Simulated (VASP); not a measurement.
All values below come from PBE GGA, VASP's PBE PAW potentials (set 64) (plane waves; VASP 6.6.1).

VASP ran on this input.

**KPOINTS**
```
kpoints
0
G
  4 4 4
```

**INCAR**
```
SYSTEM=GaN
PREC=Normal; ENCUT=500; LREAL=F
LASPH=T
EDIFF=1E-8; NELM=100; ALGO=Normal
ISMEAR=0; SIGMA=0.01
GGA=PE
LWAVE=T; LCHARG=F
```

### POSCAR
```
GaN
1
    0.0000000000     2.2600000000     2.2600000000
    2.2600000000     0.0000000000     2.2600000000
    2.2600000000     2.2600000000     0.0000000000
Ga N
1 1
Direct
  0.0000000000   0.0000000000   0.0000000000
  0.2500000000   0.2500000000   0.2500000000
```

POTCAR, in this order: Ga_d_GW N_GW_new (PBE.64 set). Program: vasp_std.

What VASP printed:

**OUTCAR**
```
 ion  position               nearest neighbor table
   1  0.000  0.000  0.000-   2 1.96   2 1.96   2 1.96   2 1.96
   2  0.250  0.250  0.250-   1 1.96   1 1.96   1 1.96   1 1.96
  LATTYP: Found a face centered cubic cell.
 ALAT       =     4.5200000000
 Subroutine PRICEL returns:
 Original cell was already a primitive cell.
 Subroutine GETGRP returns: Found 24 space group operations
The static configuration has the point symmetry T_d .
The dynamic configuration has the point symmetry T_d .
 Subroutine INISYM returns: Found 24 space group operations
 Subroutine IBZKPT returns following result:
 Found      8 irreducible k-points:

 Following reciprocal coordinates:
            Coordinates               Weight
  0.000000  0.000000  0.000000      1.000000
  0.250000  0.000000  0.000000      8.000000
  0.500000  0.000000  0.000000      4.000000
  0.250000  0.250000  0.000000      6.000000
  0.500000  0.250000  0.000000     24.000000
 -0.250000  0.250000  0.000000     12.000000
  0.500000  0.500000  0.000000      3.000000
 -0.250000  0.500000  0.250000      6.000000
   k-points           NKPTS =      8   k-points in BZ     NKDIM =      8   number of bands    NBANDS=     13
   number of dos      NEDOS =    301   number of ions     NIONS =      2
   total plane-waves  NPLWV =   5832
   dimension x,y,z NGX =    18 NGY =   18 NGZ =   18
   dimension x,y,z NGXF=    36 NGYF=   36 NGZF=   36
   ions per type =               1   1
   PREC   = normal    normal or accurate (medium, high low for compatibility)
   ISTART =      0    job   : 0-new  1-cont  2-samecut
   ICHARG =      2    charge: 1-file 2-atom 10-const
   ISPIN  =      1    spin polarized calculation?
   LNONCOLLINEAR =      F non collinear calculations
   LSORBIT =      F    spin-orbit coupling
   INIWAV =      1    electr: 0-lowe 1-rand  2-diag
   ENCUT  =  500.0 eV  36.75 Ry    6.06 a.u.   5.83  5.83  5.83*2*pi/ulx,y,z
   NELM   =    100;   NELMIN=  2; NELMDL= -5     # of ELM steps
   EDIFF  = 0.1E-07   stopping-criterion for ELM
...
```

### OSZICAR
```
       N       E                     dE             d eps       ncg     rms          rms(c)
DAV:   1     0.144278355084E+03    0.14428E+03   -0.11324E+04   216   0.225E+03
DAV:   2    -0.310687624035E+01   -0.14739E+03   -0.14225E+03   243   0.439E+02
DAV:   3    -0.138882271163E+02   -0.10781E+02   -0.10706E+02   258   0.146E+02
DAV:   4    -0.141189604900E+02   -0.23073E+00   -0.23061E+00   261   0.253E+01
DAV:   5    -0.141249226593E+02   -0.59622E-02   -0.59621E-02   249   0.370E+00    0.109E+01
DAV:   6    -0.120815505937E+02    0.20434E+01   -0.63187E+00   322   0.599E+01    0.511E+00
DAV:   7    -0.120852373455E+02   -0.36868E-02   -0.34559E-01   243   0.109E+01    0.324E+00
DAV:   8    -0.120825294003E+02    0.27079E-02   -0.58990E-02   248   0.520E+00    0.448E-01
DAV:   9    -0.120800239795E+02    0.25054E-02   -0.10197E-02   327   0.323E+00    0.692E-02
DAV:  10    -0.120802618834E+02   -0.23790E-03   -0.79835E-04   226   0.557E-01    0.154E-02
DAV:  11    -0.120802619480E+02   -0.64627E-07   -0.45384E-05   327   0.138E-01    0.954E-03
DAV:  12    -0.120802625426E+02   -0.59459E-06   -0.64489E-06   249   0.310E-02    0.539E-03
DAV:  13    -0.120802621674E+02    0.37520E-06   -0.13230E-06   332   0.264E-02    0.332E-04
DAV:  14    -0.120802621740E+02   -0.66293E-08   -0.64630E-08   228   0.308E-03
   1 F= -.12080262E+02 E0= -.12080262E+02  d E =-.985494E-51
```

**OUTCAR**
```
------------------------ aborting loop because EDIFF is reached ----------------------------------------
  FORCE on cell =-STRESS in cart. coord.  units (eV):
  Direction    XX          YY          ZZ          XY          YZ          ZX
  --------------------------------------------------------------------------------------
  Total        0.4096498      0.4096498      0.4096498      0.0000000      0.0000000      0.0000000
  in kB       28.4294243     28.4294243     28.4294243      0.0000000      0.0000000      0.0000000
  external PRESSURE =      28.4294243 kB  Pullay stress =       0.0000000 kB
  volume of cell :       23.09
      direct lattice vectors                 reciprocal lattice vectors
     0.000000000  2.260000000  2.260000000    -0.221238938  0.221238938  0.221238938
     2.260000000  0.000000000  2.260000000     0.221238938 -0.221238938  0.221238938
     2.260000000  2.260000000  0.000000000     0.221238938  0.221238938 -0.221238938
  FREE ENERGIE OF THE ION-ELECTRON SYSTEM (eV)
  ---------------------------------------------------
  free  energy   TOTEN  =       -12.0802621740 eV

  energy  without entropy=      -12.0802621740  energy(sigma->0) =      -12.08026217
```
(Selected blocks of OUTCAR.)

The compound is GaN in the zinc blende structure, a metastable form; wurtzite is the usual one. The cell was not relaxed at this level. The k-mesh is coarse (spacing up to 0.60 per Å, 2π included), so the numbers may not be converged in it.
